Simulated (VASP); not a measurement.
# MoS2: relaxation of cell and atoms with PBE+D3(BJ)

MoS2:

```xyz
6
Lattice="3.1690 0.0000 0.0000 -1.5845 2.7444 0.0000 0.0000 0.0000 12.3240" Properties=species:S:1:pos:R:3 pbc="T T T"
Mo    0.0000    1.8296    3.0810
Mo    1.5845    0.9148    9.2430
S     0.0000    1.8296    7.6779
S     1.5845    0.9148    1.5159
S     0.0000    1.8296   10.8081
S     1.5845    0.9148    4.6461
```

```json
{
  "Program": "VASP 6.6.1",
  "Task": "relaxation of cell and atoms",
  "Functional": "PBE",
  "Dispersion": "D3(BJ)",
  "Potentials or basis": "VASP PAW PBE potentials, release 64 (Mo_sv, S)",
  "Cutoff": "600 eV",
  "k mesh": "12 × 12 × 3",
  "Occupations": "gaussian, width 0.03 eV",
  "Spin": "no spin polarisation",
  "Target pressure": "9.6 GPa",
  "Further INCAR settings": "ALGO = Normal; EDIFF = 1e-06; IBRION = 2; EDIFFG = -0.01; NSW = 90; ISIF = 3"
}
```

```json
{
 "Relaxed volume": "15.42 Å³/atom",
 "Relaxed cell": "a = 3.075 Å, b = 3.075 Å, c = 11.298 Å, α = 90.00°, β = 90.00°, γ = 120.00°",
 "Space group after relaxing (to 0.05 Å)": "P6_3/mmc (No. 194)",
 "Energy change on relaxing (the enthalpy is what falls)": "+44.1 meV/atom",
 "Ionic steps": "13",
 "Pressure after relaxing": "9.6 GPa",
 "Largest force after relaxing": "0.006 eV/Å",
 "Band gap on the k mesh": "0.33 eV, indirect (least direct gap 1.71 eV)",
 "Dispersion energy per atom": "-0.494 eV"
}
```

Forces on the atoms (eV/Å):
```
Mo   0.000  0.000  0.000
Mo   0.000  0.000  0.000
S    0.000  0.000 -0.006
S    0.000  0.000 -0.006
S    0.000  0.000  0.006
S    0.000  0.000  0.006
```

The path:
```tsv
step	energy change (eV)	largest force (eV/Å)	pressure (GPa)	volume (Å³)
1	0.0000	0.0753	-2.05	107.18
2	1.9295	4.0372	41.25	88.27
3	0.1347	1.0753	8.95	100.39
4	0.1481	1.1198	9.40	100.16
5	0.1714	0.5333	9.53	97.25
6	0.2564	0.1610	9.79	95.37
7	0.2407	0.0495	9.64	93.54
8	0.2893	0.0694	9.91	92.12
9	0.2961	0.0814	9.95	92.01
10	0.2560	0.0127	9.46	92.64
11	0.2625	0.0038	9.54	92.53
12	0.2681	0.0193	9.77	92.44
13	0.2647	0.0057	9.63	92.49
```

Final structure:
```
CELL_PARAMETERS angstrom
3.07464 0.00000 0.00000
-1.53732 2.66272 0.00000
0.00000 0.00000 11.29785
ATOMIC_POSITIONS crystal
Mo 0.33333 0.66667 0.25000
Mo 0.66667 0.33333 0.75000
S 0.33333 0.66667 0.61095
S 0.66667 0.33333 0.11095
S 0.33333 0.66667 0.88905
S 0.66667 0.33333 0.38905
```

Levels at points of the mesh, in eV from the valence-band top:
```tsv
k point	band 24	band 25	band 26	band 27	band 28	band 29
(0.00, 0.00, 0.00)	-1.85	-0.73	0.00	1.91	1.94	1.94
(0.50, 0.00, 0.00)	-1.94	-1.65	-1.55	1.59	1.70	1.82
```

Run time: 6.3 min on 2 MPI ranks on Intel(R) Xeon(R) 6975P-C (Granite Rapids), on a shared host, peak memory 0.35 GiB a rank.

Caveat: the cell is relaxed towards a set pressure, so the enthalpy falls and the energy may rise; an odd mesh through Γ misses points on the zone boundary, where band edges often lie. A hybrid or GW would open this gap; PBE tends to underestimate it.
